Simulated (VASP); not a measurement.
BeS (zinc blende):

```xyz
2
Lattice="0.0000 2.4350 2.4350 2.4350 0.0000 2.4350 2.4350 2.4350 0.0000" Properties=species:S:1:pos:R:3 pbc="T T T"
Be     0.0000     0.0000     0.0000
S      1.2175     1.2175     1.2175
```

The lowest empty band near X, direction across the valley's axis, from mBJ (TB09) with spin-orbit coupling in VASP (PAW); its two spin partners are averaged. The gap over the points computed is 4.34 eV, and the next band on that side lies 1.55 eV away at the edge.

Run with 400 eV cut-off, 10×10×10 Γ-centred mesh, Gaussian smearing of 0.050 eV, potentials Be S.

```json
[
 {"distance from the edge in k (1/Å)": "0.018", "distance in energy (meV)": "3.9"},
 {"distance from the edge in k (1/Å)": "0.025", "distance in energy (meV)": "7.5"},
 {"distance from the edge in k (1/Å)": "0.035", "distance in energy (meV)": "14.6"},
 {"distance from the edge in k (1/Å)": "0.050", "distance in energy (meV)": "29.8"},
 {"distance from the edge in k (1/Å)": "0.070", "distance in energy (meV)": "58.3"}
]
```

Problem. Fit E(1 + αE) = ħ²k²/2m* (ħ²/2m0 = 3.810 eV Å²) and predict the row at 0.095 1/Å.

Solution. The rows don't resolve α, so a parabola serves: the electron mass is m* = 0.320 m0, and so 107.4 meV. The run gave 107.0 meV, -0.4 meV from the fit.

Left out are points under 3 meV from the edge, since the levels carry 0.1 meV, and points farther than half the way to the next band.

The compound is BeS in the zinc blende structure. The cell was not relaxed at this level.
